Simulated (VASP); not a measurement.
These are LDA (Ceperley-Alder, Perdew-Zunger), VASP's LDA PAW potentials (set 64) (plane waves; VASP) values and carry that method's errors.

VASP ran on this input.

File KPOINTS:
```
Automatic
0
gamma
 14 14 8
```

INCAR:
```
SYSTEM = Tc
PREC = Accurate
ENCUT = 400
EDIFF = 1E-6
NELM = 100
ALGO = Normal
LREAL = .FALSE.
LASPH = .TRUE.
ISMEAR = 1
SIGMA = 0.1
LMAXMIX = 4
LWAVE = .FALSE.
LCHARG = .FALSE.
IBRION = 2
ISIF = 3
NSW = 60
EDIFFG = -0.01
```

POSCAR:
```
Tc
1
    1.3529416855    -2.3433641178     0.0000000000
    1.3529416855     2.3433641178    -0.0000000000
   -0.0000000000    -0.0000000000     4.3282456941
Tc
2
Direct
  0.3333330000   0.6666670000   0.2500000000
  0.6666670000   0.3333330000   0.7500000000
```

POTCAR, in this order: Tc_pv (LDA.64 set). Program: vasp_std.

What VASP printed:

**OUTCAR**
```
 ion  position               nearest neighbor table
   1  0.333  0.667  0.250-   2 2.67   2 2.67   2 2.67   2 2.67   2 2.67   2 2.67
   2  0.667  0.333  0.750-   1 2.67   1 2.67   1 2.67   1 2.67   1 2.67   1 2.67
  LATTYP: Found a hexagonal cell.
 ALAT       =     2.7058836991
 C/A-ratio  =     1.5995682651
 Subroutine PRICEL returns:
 Original cell was already a primitive cell.
 Subroutine GETGRP returns: Found 24 space group operations
The static configuration has the point symmetry D_3d.
 The point group associated with its full space group is D_6h.
The dynamic configuration has the point symmetry D_3d.
 Subroutine INISYM returns: Found 24 space group operations
 Subroutine IBZKPT returns following result:
 Found    120 irreducible k-points:

 Following reciprocal coordinates:
            Coordinates               Weight
  0.000000  0.000000  0.000000      1.000000
  0.071429  0.000000  0.000000      6.000000
  0.142857  0.000000  0.000000      6.000000
  0.214286  0.000000  0.000000      6.000000
  0.285714  0.000000  0.000000      6.000000
  0.357143  0.000000  0.000000      6.000000
  0.428571  0.000000  0.000000      6.000000
  0.500000 -0.000000  0.000000      3.000000
  0.071429  0.071429  0.000000      6.000000
  0.142857  0.071429  0.000000     12.000000
  0.214286  0.071429  0.000000     12.000000
  0.285714  0.071429  0.000000     12.000000
  0.357143  0.071429  0.000000     12.000000
  0.428571  0.071429  0.000000     12.000000
  0.142857  0.142857  0.000000      6.000000
  0.214286  0.142857  0.000000     12.000000
  0.285714  0.142857  0.000000     12.000000
  0.357143  0.142857  0.000000     12.000000
  0.428571  0.142857  0.000000      6.000000
  0.214286  0.214286  0.000000      6.000000
  0.285714  0.214286  0.000000     12.000000
  0.357143  0.214286  0.000000     12.000000
...
```

OSZICAR:
```
       N       E                     dE             d eps       ncg     rms          rms(c)
DAV:   1     0.271028847721E+03    0.27103E+03   -0.14759E+04  4136   0.133E+03
DAV:   2    -0.183460833923E+02   -0.28937E+03   -0.28650E+03  4522   0.416E+02
DAV:   3    -0.249413227583E+02   -0.65952E+01   -0.64692E+01  4786   0.740E+01
DAV:   4    -0.250013638355E+02   -0.60041E-01   -0.59768E-01  4478   0.685E+00
DAV:   5    -0.250018853918E+02   -0.52156E-03   -0.52152E-03  4577   0.613E-01    0.219E+01
DAV:   6    -0.236543425489E+02    0.13475E+01   -0.31567E+00  4358   0.175E+01    0.708E+00
DAV:   7    -0.234853732619E+02    0.16897E+00   -0.58518E-01  4618   0.670E+00    0.951E-01
DAV:   8    -0.234721236916E+02    0.13250E-01   -0.15495E-02  4186   0.145E+00    0.220E-01
DAV:   9    -0.234721469906E+02   -0.23299E-04   -0.40942E-04  4667   0.160E-01    0.286E-02
DAV:  10    -0.234721591774E+02   -0.12187E-04   -0.22739E-05  4219   0.429E-02    0.740E-03
DAV:  11    -0.234721591592E+02    0.18235E-07   -0.25465E-07  2220   0.482E-03
   1 F= -.23472159E+02 E0= -.23471938E+02  d E =-.234722E+02
```

File OUTCAR:
```
------------------------ aborting loop because EDIFF is reached ----------------------------------------
  FORCE on cell =-STRESS in cart. coord.  units (eV):
  Direction    XX          YY          ZZ          XY          YZ          ZX
  --------------------------------------------------------------------------------------
  Total       -0.0030787     -0.0030787     -0.0003032      0.0000000      0.0000000      0.0000000
  in kB       -0.1797306     -0.1797307     -0.0177002      0.0000000      0.0000000      0.0000000
  external PRESSURE =      -0.1257205 kB  Pullay stress =       0.0000000 kB
  volume of cell :       27.44
      direct lattice vectors                 reciprocal lattice vectors
     1.352941686 -2.343364118  0.000000000     0.369565078 -0.213368463  0.000000000
     1.352941686  2.343364118  0.000000000     0.369565078  0.213368463  0.000000000
     0.000000000  0.000000000  4.328245694     0.000000000  0.000000000  0.231040489
 POSITION                                       TOTAL-FORCE (eV/Angst)
 -----------------------------------------------------------------------------------
      1.35294      0.78112      1.08206        -0.000000     -0.000000      0.000000
      1.35294     -0.78112      3.24618         0.000000      0.000000      0.000000
 -----------------------------------------------------------------------------------
    total drift:                               -0.000024      0.000601     -0.000043
  FREE ENERGIE OF THE ION-ELECTRON SYSTEM (eV)
  ---------------------------------------------------
  free  energy   TOTEN  =       -23.4721591592 eV

  energy  without entropy=      -23.4714948144  energy(sigma->0) =      -23.47193771

 reached required accuracy - stopping structural energy minimisation
```
(Selected blocks of OUTCAR.)

The compound is Tc in the hcp structure. It was relaxed first. The start is the result of an earlier pass.
